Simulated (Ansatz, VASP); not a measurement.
**Cross-check of KCeS2 between VASP and Ansatz**

Wanted: the spread between two codes on one cell, functional and k mesh. The cell is taken from a series of VASP runs on this material, whose earlier steps may have relaxed, scaled or displaced it; both programs get it as it stands.

Calculated with Ansatz 0.2.0; plane waves, with VASP 6.6.1 beside it; relaxation of cell and atoms at PBEsol, DFT+U and zone-centre phonons at PBEsol, DFT+U.

In doubt: a part-filled 4f shell, where there is one, can sit in one of many states, so energies may not be the lowest and differences between runs may mislead; derivatives with an open 4f shell can jump between states, which bears on forces and vibrations.

## 1. The starting structure

Symmetry: R-3m, No. 166, trigonal system. The conventional cell has a = 4.209 Å, b = 4.209 Å, c = 21.772 Å, α = 90.00°, β = 90.00°, γ = 120.00°. Nearest to K lie 6 S at 3.21 Å. Nearest to Ce lie 6 S at 2.87 Å. Nearest to S lie 3 Ce at 2.87 Å and 3 K at 3.21 Å. Farther neighbours and most contacts between anions are not listed.

Structure file:

```cif
data_structure
_symmetry_space_group_name_H-M 'R-3m:H'
_symmetry_Int_Tables_number 166
_cell_length_a 4.2086
_cell_length_b 4.2086
_cell_length_c 21.7719
_cell_angle_alpha 90.000
_cell_angle_beta 90.000
_cell_angle_gamma 120.000
_cell_volume 333.96
loop_
_atom_site_label
_atom_site_type_symbol
_atom_site_symmetry_multiplicity
_atom_site_Wyckoff_symbol
_atom_site_fract_x
_atom_site_fract_y
_atom_site_fract_z
_atom_site_occupancy
K1 K 3 b 0.66667 0.33333 0.83333 1
Ce1 Ce 3 a 0.00000 0.00000 0.00000 1
S1 S 6 c 0.33333 0.66667 0.92964 1
```

## 2. VASP: relaxation of cell and atoms, PBEsol, DFT+U

The relaxed volume is the usual yardstick between codes: its relative difference is about their pressure difference at one cell divided by the bulk modulus.

Lines of VASP's logs that name or quote its potential files are left out, and so is its time.

Input file INCAR:

```
SYSTEM = KCeS2
PREC = Accurate
ENCUT = 400
EDIFF = 1E-06
NELM = 150
ISMEAR = 0
SIGMA = 0.05
LREAL = .FALSE.
ALGO = Normal
GGA = PS
NBANDS = 24
ISPIN = 2
MAGMOM = 0 1 0 0
LDAU = .TRUE.
LDAUTYPE = 2
LDAUL = -1 3 -1
LDAUU = 0 6 0
LDAUJ = 0 0 0
LDAUPRINT = 1
LASPH = .TRUE.
LMAXMIX = 6
AMIX = 0.2
BMIX = 1E-04
AMIX_MAG = 0.8
BMIX_MAG = 1E-04
LORBIT = 11
LWAVE = .FALSE.
LCHARG = .FALSE.
KPAR = 4
IBRION = 2
NSW = 60
ISIF = 3
EDIFFG = -0.01
```

Input file POSCAR:

```
KCeS2
1.0
    2.1042948220      1.2149151820      7.2572895979
   -2.1042948220      1.2149151820      7.2572895979
    0.0000000000     -2.4298303639      7.2572895979
K Ce S
1 1 2
Direct
    0.5000000000      0.5000000000      0.5000000000
    0.0000000000      0.0000000000      0.0000000000
    0.2629701593      0.2629701593      0.2629701593
    0.7370298407      0.7370298407      0.7370298407
```

Input file KPOINTS:

```
Automatic mesh
0
Gamma
6 6 6
0 0 0
```

The projector-augmented-wave data sets are K_sv, Ce and S (PBE family, release 64).

Run with:

```console
$ mpirun -np 4 vasp_std
```

Numbers of over 12 decimals in the logs are rounded to 6 here.

Log:

```text
[banner, memory and clock lines left out]
running    4 mpi-ranks, on    1 nodes
 distrk:  each k-point on    1 cores,    4 groups
 distr:  one band on    1 cores,    1 groups

 POSCAR found type information on POSCAR K CeS
 POSCAR found :  3 types and       4 ions
|                                                                             |
|               ----> ADVICE to this user running VASP <----                  |
|                                                                             |
|     You enforced a specific xc type in the INCAR file but a different       |
|     [... a line on the potential file left out ...]
|     I HOPE YOU KNOW WHAT YOU ARE DOING!                                     |
|                                                                             |

 LDA part: xc-table for (Slater+PW92), standard interpolation
 POSCAR, INCAR and KPOINTS ok, starting setup
 FFT: planning ... GRIDC
 FFT: planning ... GRID_SOFT
 FFT: planning ... GRID
 WAVECAR not read
 entering main loop
       N       E                     dE             d eps       ncg     rms          rms(c)
DAV:   1     0.293829727666E+03    0.29383E+03   -0.11604E+04  3072   0.113E+03
DAV:   2     0.191063881297E+02   -0.27472E+03   -0.25301E+03  3872   0.273E+02
DAV:   3    -0.205519145959E+02   -0.39658E+02   -0.38924E+02  4152   0.121E+02
DAV:   4    -0.229517782777E+02   -0.23999E+01   -0.23877E+01  5128   0.252E+01
DAV:   5    -0.230877484708E+02   -0.13597E+00   -0.13589E+00  4792   0.597E+00    0.114E+01
DAV:   6    -0.209043327580E+02    0.21834E+01   -0.66939E+00  4312   0.126E+01    0.674E+00
DAV:   7    -0.210423334169E+02   -0.13800E+00   -0.17100E+00  5216   0.505E+00    0.668E+00
DAV:   8    -0.217554285186E+02   -0.71310E+00   -0.39107E+00  4496   0.668E+00    0.595E+00
DAV:   9    -0.224759712897E+02   -0.72054E+00   -0.60591E-01  5176   0.471E+00    0.425E+00
DAV:  10    -0.224179609696E+02    0.58010E-01   -0.75953E-01  4848   0.679E+00    0.238E+00
DAV:  11    -0.228751458845E+02   -0.45718E+00   -0.13360E-01  5240   0.363E+00    0.114E+00
DAV:  12    -0.228823915167E+02   -0.72456E-02   -0.22779E-02  4928   0.103E+00    0.635E-01
DAV:  13    -0.228789843187E+02    0.34072E-02   -0.24501E-02  4320   0.113E+00    0.205E-01
DAV:  14    -0.228782444487E+02    0.73987E-03   -0.29563E-03  5344   0.330E-01    0.156E-01
[...]
DAV:  18    -0.228807713132E+02   -0.68984E-04   -0.45907E-05  5232   0.477E-02    0.253E-02
DAV:  19    -0.228808814503E+02   -0.11014E-03   -0.15761E-04  4944   0.967E-02    0.207E-02
DAV:  20    -0.228809571710E+02   -0.75721E-04   -0.25561E-04  4952   0.117E-01    0.186E-02
DAV:  21    -0.228810202202E+02   -0.63049E-04   -0.14523E-04  5040   0.915E-02    0.113E-02
DAV:  22    -0.228810410763E+02   -0.20856E-04   -0.98198E-05  4856   0.735E-02    0.532E-03
DAV:  23    -0.228810475204E+02   -0.64440E-05   -0.11239E-05  4304   0.215E-02    0.301E-03
DAV:  24    -0.228810492962E+02   -0.17758E-05   -0.54792E-06  3992   0.187E-02    0.151E-03
DAV:  25    -0.228810496173E+02   -0.32112E-06   -0.11179E-06  3448   0.747E-03
   1 F= -.22881050E+02 E0= -.22881050E+02  d E =-.228810E+02  mag=     1.0000
 curvature:   0.00 expect dE= 0.000E+00 dE for cont linesearch  0.000E+00
 trial: gam= 0.00000 g(F)=  0.462E-08 g(S)=  0.745E-05 ort = 0.000E+00 (trialstep = 0.100E+01)
 search vector abs. value=  0.745E-05
 reached required accuracy - stopping structural energy minimisation
```

Parts of OUTCAR (step 2):

```text
ion  position               nearest neighbor table
   1  0.500  0.500  0.500-   3 3.21   3 3.21   4 3.21   4 3.21   3 3.21   4 3.21
   2  0.000  0.000  0.000-   4 2.87   4 2.87   3 2.87   3 2.87   4 2.87   3 2.87
   3  0.263  0.263  0.263-   2 2.87   2 2.87   2 2.87   1 3.21   1 3.21   1 3.21
   4  0.737  0.737  0.737-   2 2.87   2 2.87   2 2.87   1 3.21   1 3.21   1 3.21

  LATTYP: Found a trigonal (rhomboedric) cell.
 ALAT       =     7.6532560329
 COS(alpha) =     0.8488003856

 Subroutine GETGRP returns: Found 12 space group operations
 (whereof 12 operations were pure point group operations)

The static configuration has the point symmetry D_3d.

 Found     32 irreducible k-points:

   k-points           NKPTS =     32   k-points in BZ     NKDIM =     32   number of bands    NBANDS=     24

   dimension x,y,z NGX =    50 NGY =   50 NGZ =   50
   dimension x,y,z NGXF=   100 NGYF=  100 NGZF=  100

   ENCUT  =  400.0 eV  29.40 Ry    5.42 a.u.  12.48 12.48 12.48*2*pi/ulx,y,z

   NELECT =      33.0000    total number of electrons

 k-points in reciprocal lattice and weights: Automatic mesh
   0.00000000  0.00000000  0.00000000       0.005
   0.16666667 -0.00000000  0.00000000       0.028
   0.33333333 -0.00000000  0.00000000       0.028
   0.50000000 -0.00000000  0.00000000       0.014
   0.16666667  0.16666667  0.00000000       0.028
   0.33333333  0.16666667  0.00000000       0.056
   0.50000000  0.16666667  0.00000000       0.056
  -0.33333333  0.16666667 -0.00000000       0.056
  -0.16666667  0.16666667  0.00000000       0.028
[...]
-0.33333333  0.50000000  0.33333333       0.028
   0.50000000  0.50000000  0.50000000       0.005

atom =   2  type =  2  l = 3

 onsite density matrix

spin component  1

  0.4318  0.0000  0.0000  0.4774 -0.0000  0.0000  0.0000
  0.0000  0.0120  0.0000 -0.0000  0.0029  0.0000 -0.0000
  0.0000  0.0000  0.0048  0.0000 -0.0000  0.0029  0.0000
  0.4774 -0.0000  0.0000  0.5703 -0.0000  0.0000 -0.0000
 -0.0000  0.0029 -0.0000 -0.0000  0.0048  0.0000  0.0000
  0.0000  0.0000  0.0029  0.0000  0.0000  0.0120 -0.0000
  0.0000 -0.0000  0.0000 -0.0000  0.0000 -0.0000  0.0047

spin component  2

  0.0095  0.0000  0.0000 -0.0077 -0.0000 -0.0000  0.0000
  0.0000  0.0103  0.0000 -0.0000  0.0024  0.0000 -0.0000
  0.0000  0.0000  0.0044 -0.0000 -0.0000  0.0024  0.0000
 -0.0077 -0.0000 -0.0000  0.0065 -0.0000  0.0000 -0.0000
 -0.0000  0.0024 -0.0000 -0.0000  0.0044  0.0000  0.0000
 -0.0000  0.0000  0.0024  0.0000  0.0000  0.0103 -0.0000
  0.0000 -0.0000  0.0000 -0.0000  0.0000 -0.0000  0.0044

 occupancies and eigenvectors

  o =  0.0002  v =  0.0000  0.0000  0.0000  0.0000  0.0000  0.0000  0.0000 -0.6348  0.0000  0.0000 -0.7727 -0.0000  0.0000  0.0000      0.0000  0.0000  0.0000  0.0000  0.0000  0.0000  0.0000  0.0000  0.0000  0.0000  0.0000  0.0000  0.0000  0.0000
  o =  0.0035  v =  0.0000  0.0000  0.0000  0.0000  0.0000  0.0000  0.0000 -0.0000 -0.3352  0.0000 -0.0000  0.9421 -0.0000 -0.0000      0.0000  0.0000  0.0000  0.0000  0.0000  0.0000  0.0000  0.0000  0.0000  0.0000  0.0000  0.0000  0.0000  0.0000
  o =  0.0035  v =  0.0000  0.0000  0.0000  0.0000  0.0000  0.0000  0.0000  0.0000 -0.0000 -0.9421 -0.0000  0.0000  0.3352  0.0000      0.0000  0.0000  0.0000  0.0000  0.0000  0.0000  0.0000  0.0000  0.0000  0.0000  0.0000  0.0000  0.0000  0.0000
  o =  0.0037  v = -0.0000 -0.3363  0.0000  0.0000  0.9418 -0.0000 -0.0000  0.0000  0.0000  0.0000  0.0000  0.0000  0.0000  0.0000      0.0000  0.0000  0.0000  0.0000  0.0000  0.0000  0.0000  0.0000  0.0000  0.0000  0.0000  0.0000  0.0000  0.0000
  o =  0.0037  v =  0.0000 -0.0000 -0.9418 -0.0000  0.0000  0.3363  0.0000  0.0000  0.0000  0.0000  0.0000  0.0000  0.0000  0.0000      0.0000  0.0000  0.0000  0.0000  0.0000  0.0000  0.0000  0.0000  0.0000  0.0000  0.0000  0.0000  0.0000  0.0000
[...]
o =  0.0112  v =  0.0000  0.0000  0.0000  0.0000  0.0000  0.0000  0.0000 -0.0000  0.9421 -0.0001  0.0000  0.3352 -0.0002 -0.0000      0.0000  0.0000  0.0000  0.0000  0.0000  0.0000  0.0000  0.0000  0.0000  0.0000  0.0000  0.0000  0.0000  0.0000
  o =  0.0112  v =  0.0000  0.0000  0.0000  0.0000  0.0000  0.0000  0.0000  0.0000  0.0002  0.3352 -0.0000  0.0001  0.9421 -0.0000      0.0000  0.0000  0.0000  0.0000  0.0000  0.0000  0.0000  0.0000  0.0000  0.0000  0.0000  0.0000  0.0000  0.0000
  o =  0.0130  v =  0.0000 -0.9418  0.0001 -0.0000 -0.3363  0.0003  0.0000  0.0000  0.0000  0.0000  0.0000  0.0000  0.0000  0.0000      0.0000  0.0000  0.0000  0.0000  0.0000  0.0000  0.0000  0.0000  0.0000  0.0000  0.0000  0.0000  0.0000  0.0000
  o =  0.0130  v =  0.0000  0.0003  0.3363 -0.0000  0.0001  0.9418 -0.0000  0.0000  0.0000  0.0000  0.0000  0.0000  0.0000  0.0000      0.0000  0.0000  0.0000  0.0000  0.0000  0.0000  0.0000  0.0000  0.0000  0.0000  0.0000  0.0000  0.0000  0.0000
  o =  0.0158  v =  0.0000  0.0000  0.0000  0.0000  0.0000  0.0000  0.0000 -0.7727 -0.0000  0.0000  0.6348 -0.0000  0.0000  0.0000      0.0000  0.0000  0.0000  0.0000  0.0000  0.0000  0.0000  0.0000  0.0000  0.0000  0.0000  0.0000  0.0000  0.0000
  o =  0.0187  v = -0.7562 -0.0000  0.0000  0.6544 -0.0000  0.0000 -0.0000  0.0000  0.0000  0.0000  0.0000  0.0000  0.0000  0.0000      0.0000  0.0000  0.0000  0.0000  0.0000  0.0000  0.0000  0.0000  0.0000  0.0000  0.0000  0.0000  0.0000  0.0000
  o =  0.9834  v = -0.6544  0.0000 -0.0000 -0.7562  0.0000 -0.0000 -0.0000  0.0000  0.0000  0.0000  0.0000  0.0000  0.0000  0.0000      0.0000  0.0000  0.0000  0.0000  0.0000  0.0000  0.0000  0.0000  0.0000  0.0000  0.0000  0.0000  0.0000  0.0000

 average (electrostatic) potential at core
       1 -33.3010       2 -79.6142       3 -87.0537       4 -87.0537

 E-fermi :   2.5148

 spin component 1
 k-point     1 :       0.0000    0.0000    0.0000
  band No.  band energies     occupation
    ...
     13       0.7210      1.00000
     14       1.2603      1.00000
     15       2.1038      1.00000
     16       2.2950      1.00000
     17       2.2950      1.00000
     18       5.7267      0.00000
     19       5.7267      0.00000
     20       6.2145      0.00000
     21       6.2517      0.00000
     22       7.3646      0.00000
    ...

 k-point     2 :       0.1667   -0.0000    0.0000
  band No.  band energies     occupation
    ...
     13       0.8388      1.00000
     14       1.2891      1.00000
     15       1.5299      1.00000
     16       2.0914      1.00000
     17       2.1551      1.00000
     18       5.5333      0.00000
     19       6.1386      0.00000
     20       6.3850      0.00000
     21       6.8366      0.00000
     22       7.0828      0.00000
    ...

 k-point     3 :       0.3333   -0.0000    0.0000
  band No.  band energies     occupation
    ...
     13       0.9777      1.00000
     14       1.1133      1.00000
     15       1.3522      1.00000
     16       1.8873      1.00000
     17       1.8979      1.00000
     18       5.1936      0.00000
     19       6.6569      0.00000
     20       6.8187      0.00000
     21       6.8672      0.00000
     22       7.3315      0.00000
    ...

 k-point     4 :       0.5000   -0.0000    0.0000
  band No.  band energies     occupation
    ...
     13       1.0361      1.00000
     14       1.0382      1.00000
     15       1.3529      1.00000
     16       1.6170      1.00000
     17       1.8837      1.00000
     18       5.0445      0.00000
     19       6.8177      0.00000
     20       6.9917      0.00000
     21       7.1892      0.00000
     22       7.3464      0.00000
    ...

 k-point     5 :       0.1667    0.1667    0.0000
  band No.  band energies     occupation
    ...
     13       0.8624      1.00000
     14       1.2904      1.00000
     15       1.5031      1.00000
     16       2.0482      1.00000
     17       2.1220      1.00000
     18       5.5489      0.00000
     19       6.1094      0.00000
     20       6.3372      0.00000
     21       7.0142      0.00000
     22       7.0587      0.00000
    ...

 k-point     6 :       0.3333    0.1667    0.0000
  band No.  band energies     occupation
    ...
     13       0.7911      1.00000
     14       1.3020      1.00000
     15       1.3361      1.00000
     16       1.6221      1.00000
     17       2.0741      1.00000
     18       5.6982      0.00000
     19       5.8574      0.00000
     20       6.8433      0.00000
     21       6.9799      0.00000
     22       7.2359      0.00000
    ...

  Total        0.0175649      0.0175649      0.0005846      0.0000000      0.0000000      0.0000000
  in kB        0.2528012      0.2528012      0.0084136      0.0000000      0.0000000      0.0000000
  external PRESSURE =       0.1713387 kB  Pullay stress =       0.0000000 kB

  energy-cutoff  :      400.00
  volume of cell :      111.32
      direct lattice vectors                 reciprocal lattice vectors
     2.104294822  1.214915182  7.257289598     0.237609291  0.137183788  0.045930830
    -2.104294822  1.214915182  7.257289598    -0.237609291  0.137183788  0.045930830
     0.000000000 -2.429830364  7.257289598     0.000000000 -0.274367576  0.045930830

 POSITION                                       TOTAL-FORCE (eV/Angst)
 -----------------------------------------------------------------------------------
      0.00000      0.00000     10.88593         0.000000     -0.000000      0.000000
      0.00000      0.00000      0.00000         0.000000      0.000000      0.000000
      0.00000      0.00000      5.72535         0.000000      0.000000      0.000219
      0.00000      0.00000     16.04652         0.000000     -0.000000     -0.000219
 -----------------------------------------------------------------------------------
    total drift:                                0.000000      0.000000     -0.000000

  FREE ENERGIE OF THE ION-ELECTRON SYSTEM (eV)
  ---------------------------------------------------
  free  energy   TOTEN  =       -22.8810496173 eV

  energy  without entropy=      -22.8810496173  energy(sigma->0) =      -22.88104962

 reached required accuracy - stopping structural energy minimisation

 total charge
# of ion       s       p       d       f       tot
--------------------------------------------------
    1        1.959   5.568   0.034   0.000   7.561
    2        2.013   5.735   0.663   1.086   9.497
    3        1.319   2.423   0.000   0.000   3.743
    4        1.319   2.423   0.000   0.000   3.743
--------------------------------------------------
tot          6.612  16.150   0.697   1.086  24.544

 magnetization (x)
# of ion       s       p       d       f       tot
--------------------------------------------------
    1       -0.000  -0.000  -0.000   0.000  -0.000
    2       -0.002  -0.005   0.010   0.989   0.992
    3       -0.001  -0.009   0.000   0.000  -0.010
    4       -0.001  -0.009   0.000   0.000  -0.010
--------------------------------------------------
tot         -0.004  -0.023   0.010   0.989   0.973

[... 6 further parts left out ...]
```

CONTCAR:

```
KCeS2
   1.00000000000000
     2.1042948220000000    1.2149151819999999    7.2572895978999998
    -2.1042948220000000    1.2149151819999999    7.2572895978999998
     0.0000000000000000   -2.4298303638999998    7.2572895978999998
  K               Ce              S
     1     1     2
Direct
     0.5000000000000000    0.5000000000000000    0.5000000000000000
     0.0000000000000000    0.0000000000000000    0.0000000000000000
     0.2629701592999965    0.2629701592999965    0.2629701592999965
     0.7370298407000035    0.7370298407000035    0.7370298407000035
```

Experiment finds antiferromagnetic order in this phase (below 0.38 K, arxiv:2005.06300), so this ferromagnetic run describes another state.

[end of part 1 of 2]

[Lines on the potential files, build, host, timing and source positions are cut from VASP's logs without a mark.]

[Logs are printed without paths, hosts, clocks, repeated set-up lines and the standing remarks that a program may print on its own settings, such as how far it seeks lower states.]

[Hosts, paths, dates, database ids (printed as entryN), source tags and the programs' standing remarks are cut or masked in the printed files.]
